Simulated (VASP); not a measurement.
## TaRu: relaxation of cell and atoms with LDA

The system is TaRu.

```
Ta Ru
1.0
     3.17367    0.00000    0.00000
     0.00000    3.17367    0.00000
     0.00000    0.00000    3.17367
Ta Ru
1 1
Direct
  0.50000 0.50000 0.50000
  0.00000 0.00000 0.00000
```

| Quantity | Value |
| --- | --- |
| Program | VASP 6.6.1 |
| Task | relaxation of cell and atoms |
| Functional | LDA |
| Potentials or basis | VASP PAW LDA potentials, release 64 (Ta_pv, Ru_pv) |
| Cutoff | 600 eV |
| k mesh | 14 × 14 × 14 |
| Occupations | gaussian, width 0.1 eV |
| Spin | no spin polarisation |
| Dipole correction | no |
| Further INCAR settings | ALGO = Fast; EDIFF = 1e-06; IBRION = 2; EDIFFG = -0.005; NSW = 70; ISIF = 3 |

The relaxed volume is 15.22 Å³/atom and the relaxed cell is a = 3.122 Å, b = 3.122 Å, c = 3.122 Å, α = 90.00°, β = 90.00°, γ = 90.00°. The space group after relaxing (to 0.05 Å) is Pm-3m (No. 221), the energy gained by relaxing is 31.5 meV/atom and the ionic steps are 7. The pressure after relaxing is 0.0 GPa. The band gap on the k mesh is none (metal or under the smearing width).

Step by step:
```tsv
step	energy change (eV)	largest force (eV/Å)	pressure (GPa)	volume (Å³)
1	0.0000	0.0000	-12.59	31.97
2	0.5138	0.0000	53.04	26.50
3	-0.0629	0.0000	-0.85	30.52
4	-0.0631	0.0000	-0.11	30.44
5	-0.0631	0.0000	0.21	30.41
6	-0.0630	0.0000	-0.48	30.48
7	-0.0631	0.0000	-0.01	30.43
```

Final structure:
```yaml
crystal:
  lattice:
    - [3.12203, 0.00000, 0.00000]
    - [0.00000, 3.12203, 0.00000]
    - [0.00000, 0.00000, 3.12203]
  atoms:
    - { symbol: Ta, position: [0.50000, 0.50000, 0.50000] }
    - { symbol: Ru, position: [0.00000, 0.00000, 0.00000] }
```

Levels at points of the mesh, in eV from the Fermi level:
| k point | band 9 | band 10 | band 11 | band 12 | band 13 | band 14 | band 15 | band 16 |
| --- | --- | --- | --- | --- | --- | --- | --- | --- |
| (0.00, 0.00, 0.00) | -6.33 | -2.54 | -2.54 | -2.54 | 1.02 | 1.02 | 4.30 | 4.30 |
| (0.50, 0.00, 0.00) | -4.19 | -2.62 | -2.50 | -2.50 | -1.47 | -0.11 | -0.11 | 0.93 |
| (0.50, 0.50, 0.00) | -4.37 | -4.37 | -0.38 | 0.09 | 0.74 | 0.74 | 1.69 | 4.28 |
| (0.50, 0.50, 0.50) | -3.90 | -3.14 | -3.14 | -3.14 | -0.30 | -0.30 | 4.48 | 4.48 |

Wall time 5.6 min on 1 thread of Intel(R) Xeon(R) Platinum 8488C (Sapphire Rapids) (shared host), peak memory 0.22 GiB.

Spin-orbit coupling is left out, which matters for the levels of Ta. LDA usually gives volumes a few per cent too small.
